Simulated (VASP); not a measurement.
All values below come from PBE GGA, VASP's PBE PAW potentials (set 64) (plane waves; VASP 6.6.1).

VASP input:

**KPOINTS**
```
K-points
0
G
  11 11 11
```

POSCAR:
```
ZnSe
1
    0.0000000000     2.8671467967     2.8671467967
    2.8671467967     0.0000000000     2.8671467967
    2.8671467967     2.8671467967     0.0000000000
Zn Se
1 1
Direct
  0.0000000000   0.0000000000   0.0000000000
  0.2500000000   0.2500000000   0.2500000000
```

### INCAR
```
ALGO = Normal
EDIFF = 1E-8
ENCUT = 400
GGA = PE
IBRION = 8
ISMEAR = 0
LASPH = .True.
LCHARG = .False.
LEPSILON = .True.
LMAXMIX = 4
LREAL = .False.
LWAVE = .False.
NELM = 100
NSW = 1
PREC = Accurate
SIGMA = 0.01
SYSTEM = ZnSe
```

POTCAR, in this order: Zn Se (PBE.64 set). Program: vasp_std.

The resulting files:

OUTCAR:
```


 HEAD OF MICROSCOPIC STATIC DIELECTRIC TENSOR (INDEPENDENT PARTICLE, excluding Hartree and local field effects)
 ------------------------------------------------------
           7.902971    -0.000000     0.000000
           0.000000     7.902971     0.000000
          -0.000000     0.000000     7.902971
 ------------------------------------------------------

 MACROSCOPIC STATIC DIELECTRIC TENSOR (including local field effects in DFT)
 ------------------------------------------------------
           7.521307    -0.000000     0.000000
           0.000000     7.521307     0.000000
          -0.000000    -0.000000     7.521307
 ------------------------------------------------------

 PIEZOELECTRIC TENSOR (including local field effects)  for field in x, y, z        (e  Angst)
          XX          YY          ZZ          XY          YZ          ZX
  --------------------------------------------------------------------------------
  x    -0.00000     0.00000    -0.00000     0.00000    -2.10936     0.00000
  y     0.00000    -0.00000     0.00000     0.00000     0.00000    -2.10936
  z     0.00000    -0.00000     0.00000    -2.10936     0.00000     0.00000

 PIEZOELECTRIC TENSOR (including local field effects)  for field in x, y, z        (C/m^2)
          XX          YY          ZZ          XY          YZ          ZX
  --------------------------------------------------------------------------------
  x    -0.00000     0.00000    -0.00000     0.00000    -0.71694     0.00000
  y     0.00000    -0.00000     0.00000     0.00000     0.00000    -0.71694
  z     0.00000    -0.00000     0.00000    -0.71694     0.00000     0.00000

 BORN EFFECTIVE CHARGES (including local field effects) (in |e|, cummulative output)
 ---------------------------------------------------------------------------------
 ion    1
    1     2.11428     0.00000     0.00000
    2    -0.00000     2.11428    -0.00000
    3     0.00000     0.00000     2.11428
 ion    2
    1    -2.11428    -0.00000    -0.00000
    2     0.00000    -2.11428     0.00000
    3    -0.00000    -0.00000    -2.11428

   1 f  =    5.883365 THz    36.966269 2PiTHz  196.247916 cm-1    24.331630 meV

   2 f  =    5.883365 THz    36.966269 2PiTHz  196.247916 cm-1    24.331630 meV

   3 f  =    5.883365 THz    36.966269 2PiTHz  196.247916 cm-1    24.331630 meV

   4 f/i=    0.012013 THz     0.075481 2PiTHz    0.400717 cm-1     0.049683 meV

   5 f/i=    0.012013 THz     0.075481 2PiTHz    0.400717 cm-1     0.049683 meV

   6 f/i=    0.012013 THz     0.075481 2PiTHz    0.400717 cm-1     0.049683 meV

 MACROSCOPIC STATIC DIELECTRIC TENSOR IONIC CONTRIBUTION
 ------------------------------------------------------
           3.388633     0.000000     0.000000
           0.000000     3.388633    -0.000000
           0.000000    -0.000000     3.388633
 ------------------------------------------------------

 ELASTIC MODULI CONTR FROM IONIC RELAXATION (kBar)
 Direction    XX          YY          ZZ          XY          YZ          ZX
 --------------------------------------------------------------------------------
 XX          -0.0000      0.0000      0.0000     -0.0000      0.0000      0.0000
 YY           0.0000     -0.0000      0.0000     -0.0000     -0.0000     -0.0000
 ZZ           0.0000      0.0000     -0.0000      0.0000     -0.0000      0.0000
 XY          -0.0000     -0.0000      0.0000   -136.4988      0.0000      0.0000
 YZ           0.0000     -0.0000     -0.0000      0.0000   -136.4988      0.0000
 ZX           0.0000     -0.0000      0.0000      0.0000      0.0000   -136.4988
 --------------------------------------------------------------------------------

 PIEZOELECTRIC TENSOR IONIC CONTR  for field in x, y, z        (C/m^2)
          XX          YY          ZZ          XY          YZ          ZX
  --------------------------------------------------------------------------------
  x    -0.00000     0.00000     0.00000     0.00000     0.63995     0.00000
  y    -0.00000     0.00000    -0.00000    -0.00000    -0.00000     0.63995
  z     0.00000     0.00000    -0.00000     0.63995     0.00000    -0.00000
```
(Selected blocks of OUTCAR.)

The dielectric response may not be converged in the k-mesh; for small gaps it tends to come out too large.

The compound is ZnSe in the zinc blende structure. It was relaxed first.
